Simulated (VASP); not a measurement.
Data:

```
CELL_PARAMETERS angstrom
      6.56202     0.00000     0.00000
      0.00000     6.56202     0.00000
      0.00000     0.00000     3.32092
ATOMIC_POSITIONS crystal
  Si 0.13294 0.63294 0.00000
  Si 0.86706 0.36706 0.00000
  Si 0.36706 0.13294 0.00000
  Si 0.63294 0.86706 0.00000
  W  0.50000 0.50000 0.00000
  W  0.00000 0.00000 0.00000
  W  0.66134 0.16134 0.50000
  W  0.33866 0.83866 0.50000
  W  0.83866 0.66134 0.50000
  W  0.16134 0.33866 0.50000
```

Computed with r2SCAN meta-GGA, VASP's PBE PAW potentials (set 64) (plane waves; VASP 6.6.1). Numerical set-up: 400 eV cut-off, 5×5×10 Γ-centred mesh, tetrahedra with Blöchl corrections, potentials Si W_sv.

The cores are frozen, which limits the accuracy of field gradients.

### Question
Give the principal components of the electric field gradient (V/Å²) and the asymmetry η at each nucleus.

### Answer

| atom | Vxx | Vyy | Vzz | η |
|---|---|---|---|---|
| Si1 | -15.4 | -0.9 | 16.2 | 0.89 |
| Si2 | -15.4 | -0.9 | 16.2 | 0.89 |
| Si3 | -15.4 | -0.9 | 16.2 | 0.89 |
| Si4 | -15.4 | -0.9 | 16.2 | 0.89 |
| W5 | -59.8 | -59.8 | 119.7 | 0.00 |
| W6 | -59.8 | -59.8 | 119.7 | 0.00 |
| W7 | 38.8 | 2.9 | -41.7 | 0.86 |
| W8 | 38.8 | 2.9 | -41.7 | 0.86 |
| W9 | 38.8 | 2.9 | -41.7 | 0.86 |
| W10 | 38.8 | 2.9 | -41.7 | 0.86 |

The structure comes from a computed database's Si2W3 entry (P4/mbm); how it stands against other phases isn't given here. It was relaxed first.
